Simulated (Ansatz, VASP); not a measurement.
# WS2 (Tungstenite) in two plane-wave programs, part 2 of 3

Wanted: the spread between two codes on one cell, functional and k mesh. The cell is taken from a series of runs on this material, whose earlier steps may have relaxed, scaled, displaced or heated it; both programs get it as it stands.

VASP 6.6.1 and Ansatz 0.2.0.

So far: Starting point; VASP: zone-centre phonons, LDA.

**2. VASP: zone-centre phonons, LDA (continued)**

Level of this step: LDA, no spin polarisation; plane waves and PAW (W, S) (VASP).

OUTCAR, selected parts (step 2):

```text
ion  position               nearest neighbor table
   1  0.333  0.667  0.250-   4 2.39   6 2.39   4 2.39   6 2.39   4 2.39   6 2.39
   2  0.667  0.333  0.750-   3 2.39   5 2.39   3 2.39   5 2.39   3 2.39   5 2.39
   3  0.333  0.667  0.622-   2 2.39   2 2.39   2 2.39
   4  0.667  0.333  0.122-   1 2.39   1 2.39   1 2.39
   5  0.333  0.667  0.878-   2 2.39   2 2.39   2 2.39
   6  0.667  0.333  0.378-   1 2.39   1 2.39   1 2.39

  LATTYP: Found a hexagonal cell.
 ALAT       =     3.1267766995
 C/A-ratio  =     3.8890275874

 Subroutine GETGRP returns: Found 24 space group operations
 (whereof 12 operations were pure point group operations)

The static configuration has the point symmetry D_3d.
 The point group associated with its full space group is D_6h.

 Found     24 irreducible k-points:

   k-points           NKPTS =     24   k-points in BZ     NKDIM =     24   number of bands    NBANDS=     24

   dimension x,y,z NGX =    28 NGY =   28 NGZ =   98
   dimension x,y,z NGXF=    56 NGYF=   56 NGZF=  196

   ENCUT  =  600.0 eV  44.10 Ry    6.64 a.u.   6.24  6.24 24.29*2*pi/ulx,y,z

   NELECT =      36.0000    total number of electrons

 k-points in reciprocal lattice and weights: Automatic mesh
   0.00000000  0.00000000  0.00000000       0.006
   0.11111111  0.00000000  0.00000000       0.037
   0.22222222 -0.00000000  0.00000000       0.037
   0.33333333 -0.00000000  0.00000000       0.037
   0.44444444 -0.00000000  0.00000000       0.037
   0.11111111  0.11111111  0.00000000       0.037
   0.22222222  0.11111111  0.00000000       0.074
   0.33333333  0.11111111  0.00000000       0.074
   0.44444444  0.11111111  0.00000000       0.037
[...]
0.33333333  0.22222222  0.50000000       0.074
   0.33333333  0.33333333  0.50000000       0.012

 average (electrostatic) potential at core
       1 -39.8627       2 -39.8627       3 -85.8475       4 -85.8475       5 -85.8475
       6 -85.8475

  Total       -0.0999179     -0.0999179      0.0023124     -0.0000000      0.0000000      0.0000000
  in kB       -1.5548615     -1.5548615      0.0359842     -0.0000000      0.0000000      0.0000000
  external PRESSURE =      -1.0245796 kB  Pullay stress =       0.0000000 kB

  energy-cutoff  :      600.00
  volume of cell :      102.96
      direct lattice vectors                 reciprocal lattice vectors
     3.126776700  0.000000000  0.000000000     0.319818169  0.184647106  0.000000000
    -1.563388350  2.707868054  0.000000000     0.000000000  0.369294212  0.000000000
     0.000000000  0.000000000 12.160120844     0.000000000  0.000000000  0.082236025

 POSITION                                       TOTAL-FORCE (eV/Angst)
[...]
2     0.00000     0.36912     0.00000
    3     0.00000     0.00000     0.28346

 Eigenvectors and eigenvalues of the dynamical matrix
 ----------------------------------------------------

   1 f  =   13.324794 THz    83.722147 2PiTHz  444.467270 cm-1    55.106893 meV
             X         Y         Z           dx          dy          dz
     -0.000000  1.805245  3.040030     0.000000   -0.000000   -0.353008
      1.563388  0.902623  9.120091    -0.000000    0.000000    0.353008
     -0.000000  1.805245  7.558026     0.000000   -0.000000   -0.433235
      1.563388  0.902623  1.477966    -0.000000    0.000000    0.433235
     -0.000000  1.805245 10.682155     0.000000   -0.000000   -0.433235
      1.563388  0.902623  4.602095    -0.000000    0.000000    0.433235

   2 f  =   13.189065 THz    82.869343 2PiTHz  439.939870 cm-1    54.545568 meV
             X         Y         Z           dx          dy          dz
     -0.000000  1.805245  3.040030     0.000000    0.000000    0.359601
      1.563388  0.902623  9.120091    -0.000000    0.000000    0.359601
     -0.000000  1.805245  7.558026     0.000000   -0.000000   -0.430515
      1.563388  0.902623  1.477966    -0.000000   -0.000000   -0.430515
     -0.000000  1.805245 10.682155     0.000000   -0.000000   -0.430515
      1.563388  0.902623  4.602095    -0.000000   -0.000000   -0.430515

   3 f  =   12.808462 THz    80.477943 2PiTHz  427.244316 cm-1    52.971520 meV
             X         Y         Z           dx          dy          dz
     -0.000000  1.805245  3.040030     0.000000   -0.000000    0.000000
      1.563388  0.902623  9.120091    -0.000000    0.000000   -0.000000
     -0.000000  1.805245  7.558026     0.000000   -0.000000   -0.500000
      1.563388  0.902623  1.477966    -0.000000    0.000000   -0.500000
     -0.000000  1.805245 10.682155     0.000000    0.000000    0.500000
      1.563388  0.902623  4.602095    -0.000000    0.000000    0.500000

   4 f  =   12.701615 THz    79.806598 2PiTHz  423.680259 cm-1    52.529634 meV
             X         Y         Z           dx          dy          dz
     -0.000000  1.805245  3.040030    -0.000000    0.000000    0.000000
      1.563388  0.902623  9.120091     0.000000    0.000000   -0.000000
     -0.000000  1.805245  7.558026    -0.000000   -0.000000    0.500000
      1.563388  0.902623  1.477966     0.000000   -0.000000   -0.500000
     -0.000000  1.805245 10.682155    -0.000000   -0.000000   -0.500000
      1.563388  0.902623  4.602095     0.000000   -0.000000    0.500000

   5 f  =   10.803106 THz    67.877917 2PiTHz  360.352829 cm-1    44.678037 meV
             X         Y         Z           dx          dy          dz
     -0.000000  1.805245  3.040030    -0.308437   -0.179957    0.000000
      1.563388  0.902623  9.120091     0.308437    0.179957    0.000000
     -0.000000  1.805245  7.558026    -0.372750   -0.217481   -0.000000
      1.563388  0.902623  1.477966     0.372750    0.217481   -0.000000
     -0.000000  1.805245 10.682155    -0.372750   -0.217481    0.000000
      1.563388  0.902623  4.602095     0.372750    0.217481    0.000000

   6 f  =   10.803106 THz    67.877917 2PiTHz  360.352829 cm-1    44.678037 meV
             X         Y         Z           dx          dy          dz
     -0.000000  1.805245  3.040030     0.179957   -0.308437    0.000000
      1.563388  0.902623  9.120091    -0.179957    0.308437    0.000000
     -0.000000  1.805245  7.558026     0.217481   -0.372750    0.000000
      1.563388  0.902623  1.477966    -0.217481    0.372750    0.000000
     -0.000000  1.805245 10.682155     0.217481   -0.372750   -0.000000
      1.563388  0.902623  4.602095    -0.217481    0.372750    0.000000

   7 f  =   10.802070 THz    67.871406 2PiTHz  360.318264 cm-1    44.673751 meV
             X         Y         Z           dx          dy          dz
     -0.000000  1.805245  3.040030     0.310597    0.181218    0.000000
      1.563388  0.902623  9.120091     0.310597    0.181218    0.000000
     -0.000000  1.805245  7.558026    -0.371852   -0.216958   -0.000000
      1.563388  0.902623  1.477966    -0.371852   -0.216958   -0.000000
     -0.000000  1.805245 10.682155    -0.371852   -0.216958    0.000000
      1.563388  0.902623  4.602095    -0.371852   -0.216958    0.000000

   8 f  =   10.802070 THz    67.871406 2PiTHz  360.318264 cm-1    44.673751 meV
             X         Y         Z           dx          dy          dz
     -0.000000  1.805245  3.040030     0.181218   -0.310597    0.000000
      1.563388  0.902623  9.120091     0.181218   -0.310597    0.000000
     -0.000000  1.805245  7.558026    -0.216958    0.371852   -0.000000
      1.563388  0.902623  1.477966    -0.216958    0.371852   -0.000000
     -0.000000  1.805245 10.682155    -0.216958    0.371852    0.000000
      1.563388  0.902623  4.602095    -0.216958    0.371852    0.000000

   9 f  =    9.066234 THz    56.964827 2PiTHz  302.417007 cm-1    37.494913 meV
             X         Y         Z           dx          dy          dz
     -0.000000  1.805245  3.040030    -0.000000    0.000000   -0.000000
      1.563388  0.902623  9.120091     0.000000    0.000000    0.000000
     -0.000000  1.805245  7.558026     0.431868    0.251972   -0.000000
      1.563388  0.902623  1.477966     0.431868    0.251972   -0.000000
     -0.000000  1.805245 10.682155    -0.431868   -0.251972    0.000000
      1.563388  0.902623  4.602095    -0.431868   -0.251972    0.000000

  10 f  =    9.066234 THz    56.964827 2PiTHz  302.417007 cm-1    37.494913 meV
             X         Y         Z           dx          dy          dz
     -0.000000  1.805245  3.040030     0.000000   -0.000000    0.000000
      1.563388  0.902623  9.120091    -0.000000    0.000000    0.000000
     -0.000000  1.805245  7.558026     0.251972   -0.431868   -0.000000
      1.563388  0.902623  1.477966     0.251972   -0.431868   -0.000000
     -0.000000  1.805245 10.682155    -0.251972    0.431868    0.000000
      1.563388  0.902623  4.602095    -0.251972    0.431868    0.000000

  11 f  =    8.977951 THz    56.410127 2PiTHz  299.472195 cm-1    37.129803 meV
             X         Y         Z           dx          dy          dz
     -0.000000  1.805245  3.040030    -0.000000    0.000000   -0.000000
      1.563388  0.902623  9.120091     0.000000   -0.000000   -0.000000
     -0.000000  1.805245  7.558026    -0.431867   -0.251974    0.000000
      1.563388  0.902623  1.477966     0.431867    0.251974    0.000000
     -0.000000  1.805245 10.682155     0.431867    0.251974   -0.000000
      1.563388  0.902623  4.602095    -0.431867   -0.251974   -0.000000

  12 f  =    8.977951 THz    56.410127 2PiTHz  299.472195 cm-1    37.129803 meV
             X         Y         Z           dx          dy          dz
     -0.000000  1.805245  3.040030     0.000000   -0.000000    0.000000
      1.563388  0.902623  9.120091     0.000000   -0.000000   -0.000000
     -0.000000  1.805245  7.558026    -0.251974    0.431867    0.000000
      1.563388  0.902623  1.477966     0.251974   -0.431867    0.000000
     -0.000000  1.805245 10.682155     0.251974   -0.431867   -0.000000
      1.563388  0.902623  4.602095    -0.251974    0.431867   -0.000000

  13 f  =    1.299297 THz     8.163723 2PiTHz   43.339876 cm-1     5.373457 meV
             X         Y         Z           dx          dy          dz
     -0.000000  1.805245  3.040030    -0.000000   -0.000000    0.612687
      1.563388  0.902623  9.120091     0.000000    0.000000   -0.612687
     -0.000000  1.805245  7.558026     0.000000    0.000000   -0.249615
      1.563388  0.902623  1.477966    -0.000000   -0.000000    0.249615
     -0.000000  1.805245 10.682155     0.000000    0.000000   -0.249615
      1.563388  0.902623  4.602095    -0.000000   -0.000000    0.249615
    [... 43 further lines ...]
     -0.000000  1.805245 10.682155     0.000000   -0.000000   -0.254276
      1.563388  0.902623  4.602095     0.000000   -0.000000   -0.254276

 MACROSCOPIC STATIC DIELECTRIC TENSOR IONIC CONTRIBUTION
 ------------------------------------------------------
           0.084392     0.000000     0.000000
           0.000000     0.084392    -0.000000
           0.000000    -0.000000     0.033384
 ------------------------------------------------------

 ELASTIC MODULI CONTR FROM IONIC RELAXATION (kBar)
 Direction    XX          YY          ZZ          XY          YZ          ZX
 --------------------------------------------------------------------------------
 XX        -542.6696   -354.4529  -1145.0997     -0.0000     -0.0000      0.0000
 YY        -354.4529   -542.6696  -1145.0997     -0.0000     -0.0000     -0.0000
 ZZ       -1145.0997  -1145.0997  -2923.2422     -0.0000     -0.0000      0.0000
 XY          -0.0000     -0.0000     -0.0000    -94.1083      0.0000     -0.0000
 YZ          -0.0000     -0.0000     -0.0000      0.0000  -1552.0405     -0.0000
 ZX           0.0000     -0.0000      0.0000      0.0000     -0.0000  -1300.6886
 --------------------------------------------------------------------------------

 PIEZOELECTRIC TENSOR IONIC CONTR  for field in x, y, z        (C/m^2)
          XX          YY          ZZ          XY          YZ          ZX
  --------------------------------------------------------------------------------
  x    -0.00000     0.00000     0.00000    -0.00000    -0.00000    -0.00000
  y     0.00000    -0.00000    -0.00000    -0.00000    -0.00000    -0.00000
  z     0.00000     0.00000     0.00000     0.00000     0.00000    -0.00000
```

This run has no spin polarisation, so a moment on W, if there is one, isn't seen. The gap is read on the k-mesh alone, so it is an upper bound where the band edges lie off the mesh. The dielectric response converges more slowly with the mesh than energies do, so tensor and charges may still move on a finer one. The data set W keeps the semicore shell frozen, which is cheaper and a little less accurate.

(Part 2 of 3 ends here.)

[Lines on the potential files, build, host, timing and source positions are cut from VASP's logs without a mark.]

[Logs are printed without paths, hosts, clocks, repeated set-up lines and the standing remarks that a program may print on its own settings, such as how far it seeks lower states.]

[Hosts, paths, dates, database ids (printed as entryN), source tags and the programs' standing remarks are cut or masked in the printed files.]
